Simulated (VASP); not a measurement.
Data:

```yaml
crystal:
  lattice:
    - [-1.64817, 1.64817, 1.64817]
    - [1.64817, -1.64817, 1.64817]
    - [1.64817, 1.64817, -1.64817]
  atoms:
    - { symbol: Nb, position: [0.00000, 0.00000, 0.00000] }
```

Computed with PBE GGA with D3 dispersion (Becke-Johnson damping), VASP's PBE PAW potentials (set 64) (plane waves; VASP 6.6.1). Run with 520 eV cut-off, 16×16×16 Γ-centred mesh, first-order Methfessel-Paxton smearing of 0.10 eV, potentials Nb_sv.

Question: Predict the energy per atom (σ→0), pressure, band gap (on the k-mesh) with the smallest direct gap where there is one.

Answer: 
```json
{
  "band gap (on the k-mesh)": "none (metal, semimetal or under 0.01 eV)",
  "energy per atom (σ→0)": "-10.956 eV/atom",
  "pressure": "-5.38 GPa"
}
```

Total energies compare only between runs with the same potentials, cut-off and functional.

The compound is Nb in the bcc structure. This cell is one point of a volume scan, at 1.03 of the reference volume.
